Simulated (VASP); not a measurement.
Consider the following.

```xyz
2
Lattice="0.0000 3.1812 3.1812 3.1812 0.0000 3.1812 3.1812 3.1812 0.0000" Properties=species:S:1:pos:R:3 pbc="T T T"
Ba     0.0000     0.0000     0.0000
S      3.1812     3.1812     3.1812
```

Level of theory: PBEsol GGA, VASP's PBE PAW potentials (set 64) (plane waves; VASP). Numerical set-up: 500 eV cut-off, 7×7×7 Γ-centred mesh, Gaussian smearing of 0.050 eV, potentials Ba_sv S.

Q: What does the run give for the energy per atom (σ→0)?

A: 
energy per atom (σ→0): -5.360 eV/atom

Total energies compare only between runs with the same potentials, cut-off and functional.

The compound is BaS in the rock salt structure. It was relaxed first.
